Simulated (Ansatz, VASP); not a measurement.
# Two plane-wave programs on Sb2N

```
Sb N
1.0
     3.45036    0.00000    0.00000
     0.00000    3.45036    0.00000
     0.00000    0.00000    4.94964
Sb N
2 1
Cartesian
  1.7252 1.7252 2.4748
  0.0000 0.0000 0.0000
  0.0000 0.0000 2.4748
```

Alike in both runs: functional PBE; k mesh 6 × 6 × 4; occupations gaussian, width 0.1 eV; no spin polarisation.

Ansatz relaxed the structure, and its values are those at the end. VASP's run is a single point on that final structure, the one shown.

|  | VASP | Ansatz |
| --- | --- | --- |
| version | VASP 6.6.1 | Ansatz 0.2.0 |
| potentials or method | VASP PAW PBE potentials, release 64 (Sb, N) | scalar-relativistic, plane waves, PAW |
| plane-wave cutoff (eV) | 520 | 420 |
| valence electrons in the cell | 15 | 35 |

```tsv
	VASP	Ansatz	Ansatz less VASP
gap on the k mesh at the Fermi level (eV)	none	none	-
pressure (GPa)	-0.5	0.0	+0.50
```

A gap of «none» marks a metal or a gap that the smearing closes. With one functional, cell and mesh, what is left measures potentials, basis and numerics. The two sets of potentials don't hold the same shells in valence.

Spin-orbit coupling is left out, which matters for the levels of Sb.
